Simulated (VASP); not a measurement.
Input for VASP

### INCAR
```
! general
SYSTEM  = CsCl
PREC    = Accurate
ENCUT   = 520
LREAL   = .False.
LASPH   = .True.

! electronic loop
EDIFF   = 1E-7
NELM    = 100
ALGO    = Normal
LMAXMIX = 4
LMIXTAU = .True.

! smearing
ISMEAR  = 0
SIGMA   = 0.05

! functional
METAGGA = R2SCAN

! ions
ISIF    = 2

! output
LWAVE   = .False.
LCHARG  = .False.
```

POSCAR:
```
CsCl
1.0
  4.1011175790   0.0000000000   0.0000000000
  0.0000000000   4.1011175790   0.0000000000
  0.0000000000   0.0000000000   4.1011175790
Cs Cl
1 1
Cart
  0.0000000000   0.0000000000   0.0000000000
  2.0505587895   2.0505587895   2.0505587895
```

**KPOINTS**
```
Automatic mesh
0
G
7 7 7
```

POTCAR, in this order: Cs_sv Cl (PBE.64 set). Program: vasp_std.

### Question
Translate this r2SCAN calculation to Ansatz.

### Answer
One equivalent input (not run):
Ansatz 0.2 input:
```yaml
crystal:
  lattice:
    - [4.1011176, 0.0000000, 0.0000000]
    - [0.0000000, 4.1011176, 0.0000000]
    - [0.0000000, 0.0000000, 4.1011176]
  atoms:
    - { symbol: Cs, position: [0.0000000, 0.0000000, 0.0000000] }
    - { symbol: Cl, position: [0.5000000, 0.5000000, 0.5000000] }
kpoints:
  mp_grid: { grid: [7, 7, 7] }
hamiltonian:
  xc: r2scan
  pseudopotentials: { kind: paw }
scf:
  occupations: { method: gaussian, width: 0.05 }
  max_iter: 100
output: { forces: true, stress: true, eigenvalues: true }
```
Limits of the translation: each code has its own PAW files, so the cut-off isn't converted (ENCUT is set for VASP's; basis.ecutwfc is left out, and Ansatz then takes the one that its files recommend); Ansatz stops its SCF on the density residual and VASP on the energy change (EDIFF).

The compound is CsCl in the CsCl type structure. This cell is one point of a volume scan, at 0.97 of the reference volume.
